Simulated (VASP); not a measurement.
Calculation: r2SCAN meta-GGA, VASP's PBE PAW potentials (set 64) (plane waves; VASP).

VASP ran on this input.

### INCAR
```
SYSTEM = Al
PREC = Accurate; ENCUT = 520; LREAL = .False.
LASPH = .True.
EDIFF = 1E-7; NELM = 100; ALGO = Normal
LMIXTAU = .True.
ISMEAR = -5
METAGGA = R2SCAN
ISIF = 2
LWAVE = .False.; LCHARG = .False.; LORBIT = 11
NEDOS = 601
```

**KPOINTS_OPT**
```
k-points along high-symmetry lines
10
Line-mode
Reciprocal
  0.000000   0.000000   0.000000 ! GAMMA
  0.500000   0.000000   0.500000 ! X

  0.500000   0.000000   0.500000 ! X
  0.625000   0.250000   0.625000 ! U

  0.375000   0.375000   0.750000 ! K
  0.000000   0.000000   0.000000 ! GAMMA

  0.000000   0.000000   0.000000 ! GAMMA
  0.500000   0.500000   0.500000 ! L

  0.500000   0.500000   0.500000 ! L
  0.500000   0.250000   0.750000 ! W

  0.500000   0.250000   0.750000 ! W
  0.500000   0.000000   0.500000 ! X
```

POSCAR:
```
Al
1.0
  0.0000000000   1.9911798582   1.9911798582
  1.9911798582   0.0000000000   1.9911798582
  1.9911798582   1.9911798582   0.0000000000
Al
1
Cart
  0.0000000000   0.0000000000   0.0000000000
```

### KPOINTS
```
Regular mesh
0
Gamma
 18 18 18
0 0 0
```

POTCAR, in this order: Al (PBE.64 set). Program: vasp_std.

### Question
What does the run give for the energy per atom (σ→0), band gap (over mesh and band path)?

### Answer

- energy per atom (σ→0): -6.738 eV/atom
- band gap (over mesh and band path): none (metal, semimetal or under 0.01 eV)

OSZICAR:
```
...
DAV:  18    -0.673839260949E+01   -0.35865E-05   -0.10995E-06  2450   0.107E-02    0.261E-03
DAV:  19    -0.673839201267E+01    0.59682E-06   -0.12154E-07  2050   0.506E-03    0.317E-03
DAV:  20    -0.673839186848E+01    0.14419E-06   -0.79020E-08  1820   0.353E-03    0.641E-04
DAV:  21    -0.673839127637E+01    0.59212E-06   -0.22807E-08  1040   0.208E-03    0.451E-04
DAV:  22    -0.673839097416E+01    0.30220E-06   -0.10515E-08  1040   0.941E-04    0.128E-04
DAV:  23    -0.673839095883E+01    0.15334E-07   -0.42474E-10  1040   0.225E-04
   1 F= -.67383910E+01 E0= -.67383910E+01  d E =0.000000E+00
       N       E                     dE             ncg
```

The compound is Al in the fcc structure. It was relaxed first.
